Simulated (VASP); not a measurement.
**AgSbTeSe (space group P4/mmm): computed properties**

Level of theory: PBEsol GGA, VASP's PBE PAW potentials (set 64) (plane waves; VASP).

For AgSbTeSe, the space group is P4/mmm (123), the cell is a = b = 4.105 Å, c = 5.886 Å, α = β = γ = 90.00° and the volume per atom is 24.80 Å³/atom. The band gap (over mesh and band path) is none (metal, semimetal or under 0.01 eV) and the band gap with spin-orbit coupling comes out as none (metallic). The density is 7.30 g/cm³.

Space group P4/mmm (No. 123); a = b = 4.105 Å, c = 5.886 Å, α = β = γ = 90.00°

| atom | site | symmetry | x | y | z |
|---|---|---|---|---|---|
| Ag | 1a | 4/mmm | 0.0000 | 0.0000 | 0.0000 |
| Sb | 1d | 4/mmm | 0.5000 | 0.5000 | 0.5000 |
| Te | 1c | 4/mmm | 0.5000 | 0.5000 | 0.0000 |
| Se | 1b | 4/mmm | 0.0000 | 0.0000 | 0.5000 |

Unless said otherwise, spin-orbit coupling is left out, though it shifts the bands of the heavy elements here.

The structure comes from a computed database's AgSbTeSe entry (P4/mmm); how it stands against other phases isn't given here. It was relaxed first, which changed the volume by -6 %. Symmetry was kept, so distortions that lower it aren't found.
